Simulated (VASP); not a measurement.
Computed with rev-vdW-DF2, VASP's PBE PAW potentials (set 64) (plane waves; VASP).

A VASP calculation is set up with these files.

File POSCAR:
```
Ba
1
   -2.4632107518     2.4632107518     2.4632107518
    2.4632107518    -2.4632107518     2.4632107518
    2.4632107518     2.4632107518    -2.4632107518
Ba
1
Direct
  0.0000000000   0.0000000000   0.0000000000
```

File KPOINTS:
```
Automatic mesh
0
Gamma
10 10 10
0 0 0
```

INCAR:
```
# general
SYSTEM  =Ba
PREC    =Accurate
ENCUT   =520   # plane-wave cut-off (eV)
LREAL   =.FALSE.
LASPH   =.TRUE.

# electronic loop
EDIFF   =1E-6   # SCF stop (eV)
NELM    =100   # most electronic steps
ALGO    =Normal   # blocked Davidson
LMAXMIX =4   # l cut-off of mixed one-centre charges

# smearing
ISMEAR  =1
SIGMA   =0.1

# functional
GGA     =MK
LUSE_VDW=.TRUE.
AGGAC   =0.0
PARAM1  =0.1234568
PARAM2  =0.7114
ZAB_VDW =-1.8867

# ions
IBRION  =2   # conjugate gradients
NSW     =60
ISIF    =3
EDIFFG  =-0.01

# output
LWAVE   =.FALSE.
LCHARG  =.FALSE.
```

POTCAR, in this order: Ba_sv (PBE.64 set). Program: vasp_std.

Output of the run:

### OSZICAR
```
       N       E                     dE             d eps       ncg     rms          rms(c)
DAV:   1     0.600859007766E+02    0.60086E+02   -0.42289E+03   846   0.908E+02
DAV:   2     0.252493560088E+01   -0.57561E+02   -0.56706E+02  1009   0.148E+02
DAV:   3     0.686853574298E-01   -0.24563E+01   -0.24375E+01  1032   0.363E+01
DAV:   4     0.495904242553E-02   -0.63726E-01   -0.63680E-01  1339   0.501E+00
DAV:   5     0.433233900310E-02   -0.62670E-03   -0.62655E-03  1102   0.339E-01    0.177E+00
DAV:   6     0.430299074389E-02   -0.29348E-04   -0.31289E-03  1268   0.698E-01    0.107E+00
DAV:   7     0.219335583154E-02   -0.21096E-02   -0.95797E-03   889   0.129E+00    0.598E-02
DAV:   8     0.180374813294E-02   -0.38961E-03   -0.65296E-04  1142   0.273E-01    0.367E-02
DAV:   9     0.180510339635E-02    0.13553E-05   -0.15329E-05  1318   0.310E-02    0.502E-03
DAV:  10     0.180416474188E-02   -0.93865E-06   -0.47213E-06  1134   0.178E-02
   1 F= 0.18041647E-02 E0= 0.20742953E-02  d E =0.180416E-02
       N       E                     dE             d eps       ncg     rms          rms(c)
DAV:   1     0.156648749601E-02   -0.23862E-03   -0.64642E-03   869   0.653E-01    0.646E-02
DAV:   2     0.173896172782E-02    0.17247E-03   -0.32114E-04   879   0.176E-01    0.302E-02
DAV:   3     0.178779633552E-02    0.48835E-04   -0.28502E-04  1258   0.116E-01    0.950E-03
DAV:   4     0.178713860191E-02   -0.65773E-06   -0.12432E-06   761   0.112E-02
   2 F= 0.17871386E-02 E0= 0.20556760E-02  d E =-.170261E-04
```

**OUTCAR**
```
------------------------ aborting loop because EDIFF is reached ----------------------------------------
  FORCE on cell =-STRESS in cart. coord.  units (eV):
  Direction    XX          YY          ZZ          XY          YZ          ZX
  --------------------------------------------------------------------------------------
  Total       -0.0047609     -0.0047609     -0.0047609      0.0000000      0.0000000     -0.0000000
  in kB       -0.1278395     -0.1278395     -0.1278395      0.0000000      0.0000000     -0.0000000
  external PRESSURE =      -0.1278395 kB  Pullay stress =       0.0000000 kB
  volume of cell :       59.67
      direct lattice vectors                 reciprocal lattice vectors
    -2.461648679  2.461648679  2.461648679     0.000000000  0.203115905  0.203115905
     2.461648679 -2.461648679  2.461648679     0.203115905  0.000000000  0.203115905
     2.461648679  2.461648679 -2.461648679     0.203115905  0.203115905  0.000000000
 POSITION                                       TOTAL-FORCE (eV/Angst)
 -----------------------------------------------------------------------------------
     -2.46165      2.46165      2.46165         0.000000     -0.000000      0.000000
 -----------------------------------------------------------------------------------
    total drift:                               -0.000000     -0.000000      0.000000
  FREE ENERGIE OF THE ION-ELECTRON SYSTEM (eV)
  ---------------------------------------------------
  free  energy   TOTEN  =         0.0017871386 eV

  energy  without entropy=        0.0025927508  energy(sigma->0) =        0.00205568

 reached required accuracy - stopping structural energy minimisation
```
(Selected blocks of OUTCAR.)

### CONTCAR
```
Ba
   1.00000000000000
    -2.4616486788109664    2.4616486788109664    2.4616486788109664
     2.4616486788109664   -2.4616486788109664    2.4616486788109664
     2.4616486788109664    2.4616486788109664   -2.4616486788109664
  Ba
     1
Direct
     1.0000000000000000    0.0000000000000000    0.0000000000000000
```

The compound is Ba in the bcc structure. This run relaxes it. Symmetry was kept, so distortions that lower it aren't found. The start is the result of an earlier pass.
